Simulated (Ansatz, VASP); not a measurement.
# HgTe: VASP beside Ansatz

One calculation is typed for both programs; each brings its own data sets and cutoff. How far apart do they land? The cell is taken from a series of VASP runs on this material, whose earlier steps may have relaxed, scaled or displaced it; both programs get it as it stands.

Main program and level: Ansatz 0.2.0; plane waves, with VASP 6.6.1 beside it; zone-centre phonons at r2SCAN.

## 1. The structure

The structure is cubic, space group F-43m (No. 216). The conventional cell has a = 6.578 Å, b = 6.578 Å, c = 6.578 Å, α = 90.00°, β = 90.00°, γ = 90.00°. Nearest to Hg lie 4 Te at 2.85 Å. Te has 4 Hg at 2.85 Å nearest. Farther neighbours and most contacts between anions are not listed.

## 2. VASP: zone-centre phonons, r2SCAN

Second derivatives magnify differences that forces hide, and they need a tight electronic threshold.

Lines of VASP's logs that name or quote its potential files are left out, and so is its time.

File INCAR:

```
SYSTEM = HgTe
PREC = Accurate
ENCUT = 450
EDIFF = 1E-08
NELM = 100
ISMEAR = 1
SIGMA = 0.15
LREAL = .FALSE.
ALGO = Normal
METAGGA = R2SCAN
LASPH = .TRUE.
NBANDS = 15
LORBIT = 11
LWAVE = .FALSE.
LCHARG = .FALSE.
KPAR = 2
IBRION = 6
NFREE = 2
POTIM = 0.015
NSW = 1
ISIF = 2
```

File POSCAR:

```
HgTe
1.0
    0.0000000000      3.2888860448      3.2888860448
    3.2888860448      0.0000000000      3.2888860448
    3.2888860448      3.2888860448      0.0000000000
Hg Te
1 1
Direct
    0.0000000000      0.0000000000      0.0000000000
    0.7500000000      0.7500000000      0.7500000000
```

File KPOINTS:

```
Automatic mesh
0
Gamma
10 10 10
0 0 0
```

The projector-augmented-wave data sets are Hg and Te (PBE family, release 64).

The run is started by

```sh
mpirun -np 2 vasp_std
```

Numbers of over 12 decimals in the logs are rounded to 6 here.

What it wrote:

```text
[banner, memory and clock lines left out]
running    2 mpi-ranks, on    1 nodes
 distrk:  each k-point on    1 cores,    2 groups
 distr:  one band on    1 cores,    1 groups

 POSCAR found type information on POSCAR HgTe
 POSCAR found :  2 types and       2 ions
|                                                                             |
|               ----> ADVICE to this user running VASP <----                  |
|                                                                             |
|     You enforced a specific xc type in the INCAR file but a different       |
|     [... a line on the potential file left out ...]
|     I HOPE YOU KNOW WHAT YOU ARE DOING!                                     |
|                                                                             |

 LDA part: xc-table for (None), standard interpolation
 POSCAR, INCAR and KPOINTS ok, starting setup
 FFT: planning ... GRIDC
 FFT: planning ... GRID_SOFT
 FFT: planning ... GRID
 WAVECAR not read
 entering main loop
       N       E                     dE             d eps       ncg     rms          rms(c)
DAV:   1     0.232168743978E+02    0.23217E+02   -0.74510E+03  1410   0.932E+02
DAV:   2    -0.767116035525E+02   -0.99928E+02   -0.94143E+02  1606   0.228E+02
DAV:   3    -0.802778060289E+02   -0.35662E+01   -0.35564E+01  1683   0.458E+01
DAV:   4    -0.803046728060E+02   -0.26867E-01   -0.26865E-01  2098   0.370E+00
DAV:   5    -0.803047663223E+02   -0.93516E-04   -0.93516E-04  1802   0.179E-01    0.645E+00
DAV:   6    -0.751633359776E+02    0.51414E+01   -0.28271E+00  1466   0.215E+01    0.790E+00
DAV:   7    -0.751569930782E+02    0.63429E-02   -0.11314E-01  1662   0.346E+00    0.522E+00
DAV:   8    -0.751627509248E+02   -0.57578E-02   -0.47149E-02  1571   0.243E+00    0.114E+00
DAV:   9    -0.751643292812E+02   -0.15784E-02   -0.42043E-03  1753   0.528E-01    0.308E-01
DAV:  10    -0.751640420759E+02    0.28721E-03   -0.13473E-03  1599   0.415E-01    0.594E-02
DAV:  11    -0.751640522185E+02   -0.10143E-04   -0.12678E-04  1669   0.923E-02    0.323E-02
DAV:  12    -0.751640550951E+02   -0.28767E-05   -0.85089E-06  1774   0.217E-02    0.151E-02
DAV:  13    -0.751640564117E+02   -0.13166E-05   -0.60453E-06  1599   0.285E-02    0.152E-02
DAV:  14    -0.751640557069E+02    0.70487E-06   -0.20151E-06  1557   0.201E-02    0.395E-03
DAV:  15    -0.751640556971E+02    0.97220E-08   -0.11495E-07  1697   0.259E-03    0.151E-03
DAV:  16    -0.751640557138E+02   -0.16678E-07   -0.64219E-09   908   0.101E-03    0.643E-04
DAV:  17    -0.751640557277E+02   -0.13844E-07   -0.15484E-09   859   0.555E-04    0.240E-04
DAV:  18    -0.751640557296E+02   -0.19991E-08   -0.42671E-10   761   0.158E-04
   1 F= -.75164056E+02 E0= -.75164147E+02  d E =0.272609E-03
[...]
2 F= -.75163728E+02 E0= -.75163819E+02  d E =0.273929E-03
[...]
3 F= -.75163728E+02 E0= -.75163819E+02  d E =0.273929E-03
[...]
4 F= -.75163728E+02 E0= -.75163820E+02  d E =0.273925E-03
 Finite differences progress:
  Degree of freedom:   2/  2
  Displacement:        1/  2
  Total:               3/  4
 bond charge predicted
       N       E                     dE             d eps       ncg     rms          rms(c)
DAV:   1    -0.751618228070E+02    0.19056E-02   -0.25233E-01  5137   0.232E+00    0.213E-01
DAV:   2    -0.751636599420E+02   -0.18371E-02   -0.63191E-03  5816   0.477E-01    0.989E-02
DAV:   3    -0.751637129939E+02   -0.53052E-04   -0.15240E-04  6635   0.876E-02    0.556E-02
DAV:   4    -0.751637256596E+02   -0.12666E-04   -0.13169E-05  6175   0.275E-02    0.254E-02
DAV:   5    -0.751637282047E+02   -0.25451E-05   -0.21787E-06  6236   0.110E-02    0.706E-03
DAV:   6    -0.751637284192E+02   -0.21452E-06   -0.32032E-07  6355   0.404E-03    0.625E-04
DAV:   7    -0.751637284250E+02   -0.57880E-08   -0.15141E-08  5591   0.872E-04
   5 F= -.75163728E+02 E0= -.75163820E+02  d E =0.273928E-03
 Finite differences progress:
  Degree of freedom:   2/  2
  Displacement:        2/  2
  Total:               4/  4
```

Parts of OUTCAR (step 2):

```text
ion  position               nearest neighbor table
   1  0.000  0.000  0.000-   2 2.85   2 2.85   2 2.85   2 2.85
   2  0.750  0.750  0.750-   1 2.85   1 2.85   1 2.85   1 2.85

  LATTYP: Found a face centered cubic cell.
 ALAT       =     6.5777720896

 Subroutine GETGRP returns: Found 24 space group operations
 (whereof 24 operations were pure point group operations)

The static configuration has the point symmetry T_d .

 Found     47 irreducible k-points:

   k-points           NKPTS =     47   k-points in BZ     NKDIM =     47   number of bands    NBANDS=     15

   dimension x,y,z NGX =    32 NGY =   32 NGZ =   32
   dimension x,y,z NGXF=    64 NGYF=   64 NGZF=   64

   ENCUT  =  450.0 eV  33.07 Ry    5.75 a.u.   8.05  8.05  8.05*2*pi/ulx,y,z

   NELECT =      18.0000    total number of electrons

 k-points in reciprocal lattice and weights: Automatic mesh
   0.00000000  0.00000000  0.00000000       0.001
   0.10000000  0.00000000  0.00000000       0.008
   0.20000000  0.00000000  0.00000000       0.008
   0.30000000  0.00000000  0.00000000       0.008
   0.40000000  0.00000000  0.00000000       0.008
   0.50000000  0.00000000  0.00000000       0.004
   0.10000000  0.10000000  0.00000000       0.006
   0.20000000  0.10000000  0.00000000       0.024
   0.30000000  0.10000000  0.00000000       0.024
[...]
-0.30000000  0.40000000  0.20000000       0.024
  -0.30000000  0.50000000  0.20000000       0.012

 average (electrostatic) potential at core
       1 -46.2434       2 -96.7759

 E-fermi :   2.3345

 k-point     1 :       0.0000    0.0000    0.0000
  band No.  band energies     occupation
    ...
      6      -4.5107      2.00000
      7       1.7723      2.00000
      8       2.3146      1.22256
      9       2.3228      1.13146
     10       2.3285      1.06773
     11       6.9766      0.00000
     12       6.9863      0.00000
     13       6.9972      0.00000
     14       9.1326      0.00000
     15      12.2901      0.00000

 k-point     2 :       0.1000    0.0000    0.0000
  band No.  band energies     occupation
    ...
      5      -4.5121      2.00000
      6      -4.5116      2.00000
      7       0.8734      2.00000
      8       2.2087      1.99851
      9       2.2210      1.95639
     10       2.9619     -0.00000
     11       6.8546      0.00000
     12       7.1271      0.00000
     13       7.1463      0.00000
     14       9.8044      0.00000
    ...

 k-point     3 :       0.2000    0.0000    0.0000
  band No.  band energies     occupation
    ...
      5      -4.5129      2.00000
      6      -4.5116      2.00000
      7      -0.3375      2.00000
      8       1.9552      2.00203
      9       1.9739      2.00351
     10       3.3520     -0.00000
     11       7.1372      0.00000
     12       7.4356      0.00000
     13       7.4685      0.00000
     14      10.5796      0.00000
    ...

  Total       -0.0011838      0.0001154      0.0001154      0.0000000     -0.0619691      0.0000000
  in kB       -0.0266582      0.0025981      0.0025981      0.0000000     -1.3954336      0.0000000
  external PRESSURE =      -0.0071540 kB  Pullay stress =       0.0000000 kB

  energy-cutoff  :      450.00
  volume of cell :       71.15
      direct lattice vectors                 reciprocal lattice vectors
     0.000000000  3.288886045  3.288886045    -0.152027158  0.152027158  0.152027158
     3.288886045  0.000000000  3.288886045     0.152027158 -0.152027158  0.152027158
     3.288886045  3.288886045  0.000000000     0.152027158  0.152027158 -0.152027158

 POSITION                                       TOTAL-FORCE (eV/Angst)
 -----------------------------------------------------------------------------------
      0.00000      0.00000      0.00000        -0.043726      0.000000      0.000000
      4.91833      4.93333      4.93333         0.043726     -0.000000     -0.000000
 -----------------------------------------------------------------------------------
    total drift:                               -0.000038      0.000001      0.000001

  FREE ENERGIE OF THE ION-ELECTRON SYSTEM (eV)
  ---------------------------------------------------
  free  energy   TOTEN  =       -75.1637284250 eV

  energy  without entropy=      -75.1640023531  energy(sigma->0) =      -75.16381973

 Eigenvectors and eigenvalues of the dynamical matrix
 ----------------------------------------------------

   1 f  =    3.015595 THz    18.947542 2PiTHz  100.589420 cm-1    12.471493 meV
             X         Y         Z           dx          dy          dz
      0.000000  0.000000  0.000000    -0.624740    0.000000    0.000000
      4.933329  4.933329  4.933329     0.780833    0.000000    0.000000

   2 f  =    3.015595 THz    18.947542 2PiTHz  100.589420 cm-1    12.471493 meV
             X         Y         Z           dx          dy          dz
      0.000000  0.000000  0.000000     0.000000    0.624740    0.000000
      4.933329  4.933329  4.933329     0.000000   -0.780833    0.000000

   3 f  =    3.015595 THz    18.947542 2PiTHz  100.589420 cm-1    12.471493 meV
             X         Y         Z           dx          dy          dz
      0.000000  0.000000  0.000000     0.000000    0.000000   -0.624740
      4.933329  4.933329  4.933329     0.000000    0.000000    0.780833

   4 f/i=    0.004640 THz     0.029152 2PiTHz    0.154765 cm-1     0.019188 meV
             X         Y         Z           dx          dy          dz
      0.000000  0.000000  0.000000     0.000000   -0.780833    0.000000
      4.933329  4.933329  4.933329     0.000000   -0.624740    0.000000

   5 f/i=    0.004640 THz     0.029152 2PiTHz    0.154765 cm-1     0.019188 meV
             X         Y         Z           dx          dy          dz
      0.000000  0.000000  0.000000     0.000000    0.000000    0.780833
      4.933329  4.933329  4.933329     0.000000    0.000000    0.624740

   6 f/i=    0.004640 THz     0.029152 2PiTHz    0.154765 cm-1     0.019188 meV
             X         Y         Z           dx          dy          dz
      0.000000  0.000000  0.000000    -0.780833    0.000000    0.000000
      4.933329  4.933329  4.933329    -0.624740    0.000000    0.000000

 ELASTIC MODULI CONTR FROM IONIC RELAXATION (kBar)
 Direction    XX          YY          ZZ          XY          YZ          ZX
 --------------------------------------------------------------------------------
 XX          -0.0000      0.0000     -0.0000      0.0000      0.0000     -0.0000
 YY           0.0000     -0.0000     -0.0000      0.0000      0.0000      0.0000
 ZZ          -0.0000     -0.0000     -0.0000      0.0000      0.0000     -0.0000
 XY           0.0000      0.0000      0.0000   -133.0325      0.0000      0.0000
 YZ           0.0000      0.0000      0.0000      0.0000   -133.0325     -0.0000
 ZX          -0.0000      0.0000     -0.0000      0.0000     -0.0000   -133.0325
 --------------------------------------------------------------------------------

 total charge
# of ion       s       p       d       tot
------------------------------------------
    1        0.728   0.383   9.360  10.471
    2        1.372   1.991   0.028   3.392
--------------------------------------------------
tot          2.100   2.374   9.388  13.862

[... 3 further parts left out ...]
```

[end of part 1 of 2]

[Lines on the potential files, build, host, timing and source positions are cut from VASP's logs without a mark.]

[Logs are printed without paths, hosts, clocks, repeated set-up lines and the standing remarks that a program may print on its own settings, such as how far it seeks lower states.]

[Hosts, paths, dates, database ids (printed as entryN), source tags and the programs' standing remarks are cut or masked in the printed files.]
